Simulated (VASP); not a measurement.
Output of a VASP run:

OSZICAR:
```
       N       E                     dE             d eps       ncg     rms          rms(c)
DAV:   1     0.509064641883E+03    0.50906E+03   -0.23997E+04   960   0.210E+03
DAV:   2     0.147070295546E+02   -0.49436E+03   -0.48573E+03  1088   0.540E+02
DAV:   3    -0.476040503493E+02   -0.62311E+02   -0.59145E+02  1424   0.167E+02
DAV:   4    -0.502453318127E+02   -0.26413E+01   -0.26399E+01  1384   0.337E+01
DAV:   5    -0.503286838600E+02   -0.83352E-01   -0.83350E-01  1312   0.453E+00    0.256E+01
DAV:   6    -0.395903576409E+02    0.10738E+02   -0.69337E+01  1400   0.812E+01    0.104E+01
DAV:   7    -0.397039220136E+02   -0.11356E+00   -0.93352E+00  1216   0.229E+01    0.708E+00
DAV:   8    -0.396404684506E+02    0.63454E-01   -0.12414E+00  1304   0.113E+01    0.228E+00
DAV:   9    -0.396398772760E+02    0.59117E-03   -0.23151E-01  1184   0.408E+00    0.895E-01
DAV:  10    -0.396417355986E+02   -0.18583E-02   -0.11087E-01  1216   0.235E+00    0.833E-01
DAV:  11    -0.396340787405E+02    0.76569E-02   -0.64446E-02  1368   0.201E+00    0.195E-01
DAV:  12    -0.396336246441E+02    0.45410E-03   -0.33419E-03  1224   0.575E-01    0.388E-02
DAV:  13    -0.396337688883E+02   -0.14424E-03   -0.15223E-03  1408   0.324E-01    0.966E-02
DAV:  14    -0.396336368663E+02    0.13202E-03   -0.58918E-04  1320   0.189E-01    0.118E-02
DAV:  15    -0.396336374561E+02   -0.58980E-06   -0.29252E-05  1144   0.356E-02    0.785E-03
DAV:  16    -0.396336370825E+02    0.37353E-06   -0.31517E-06   912   0.138E-02
   1 F= -.32218003E+02 E0= -.32218003E+02  d E =-.322180E+02
```

**OUTCAR**
```
------------------------ aborting loop because EDIFF is reached ----------------------------------------
  FORCE on cell =-STRESS in cart. coord.  units (eV):
  Direction    XX          YY          ZZ          XY          YZ          ZX
  --------------------------------------------------------------------------------------
  Total        7.3627584      7.3627584      7.3627584      0.0000000      0.0000000      0.0000000
  in kB      198.5739354    198.5739354    198.5739354      0.0000000      0.0000000      0.0000000
  external PRESSURE =      -1.4260646 kB  Pullay stress =     200.0000000 kB
  volume of cell :       59.41
      direct lattice vectors                 reciprocal lattice vectors
     3.901901448  0.000000000  0.000000000     0.256285304  0.000000000  0.000000000
     0.000000000  3.901901448  0.000000000     0.000000000  0.256285304  0.000000000
     0.000000000  0.000000000  3.901901448     0.000000000  0.000000000  0.256285304
 POSITION                                       TOTAL-FORCE (eV/Angst)
 -----------------------------------------------------------------------------------
      0.00000      0.00000      0.00000         0.000000      0.000000      0.000000
      1.95095      1.95095      1.95095         0.000000      0.000000      0.000000
      1.95095      0.00000      1.95095         0.000000      0.000000      0.000000
      0.00000      1.95095      1.95095         0.000000      0.000000      0.000000
      1.95095      1.95095      0.00000         0.000000      0.000000      0.000000
 -----------------------------------------------------------------------------------
    total drift:                                0.000000     -0.000000     -0.000000
  FREE ENERGIE OF THE ION-ELECTRON SYSTEM (eV)
  ---------------------------------------------------
  free  energy   TOTEN  =       -39.6336370825 eV

  energy  without entropy=      -39.6336370825  energy(sigma->0) =      -39.63363708
  enthalpy is  TOTEN    =       -32.2180028362 eV   P V=        7.4156342463

 reached required accuracy - stopping structural energy minimisation
```
(Selected blocks of OUTCAR.)

POSCAR:
```
BaTiO3
1
    3.9019014481     0.0000000000     0.0000000000
    0.0000000000     3.9019014481     0.0000000000
   -0.0000000000    -0.0000000000     3.9019014481
Ba Ti O
1 1 3
Direct
  0.0000000000   0.0000000000   0.0000000000
  0.5000000000   0.5000000000   0.5000000000
  0.5000000000   0.0000000000   0.5000000000
  0.0000000000   0.5000000000   0.5000000000
  0.5000000000   0.5000000000   0.0000000000
```

Reconstruct the remaining input files.

One answer among several that fit: the input of the run itself, PBE GGA, plane waves, VASP's PBE PAW potentials (set 64).

File KPOINTS:
```
Automatic mesh
0
Gamma
6 6 6
0 0 0
```

### INCAR
```
SYSTEM = BaTiO3
PREC = Accurate
ENCUT = 620
EDIFF = 1E-6
NELM = 100
ALGO = Normal
LREAL = .FALSE.
LASPH = .TRUE.
ISMEAR = 0
SIGMA = 0.05
GGA = PE
LMAXMIX = 4
LWAVE = .FALSE.
LCHARG = .FALSE.
IBRION = 2
ISIF = 3
NSW = 40
EDIFFG = -0.02
PSTRESS = 200
```

POTCAR, in this order: Ba_sv Ti_sv O (PBE.64 set). Program: vasp_std.

The compound is BaTiO3 in the cubic perovskite structure, the ideal cubic form; the compound distorts at low or room temperature. It was relaxed first under an external pressure of 20 GPa.
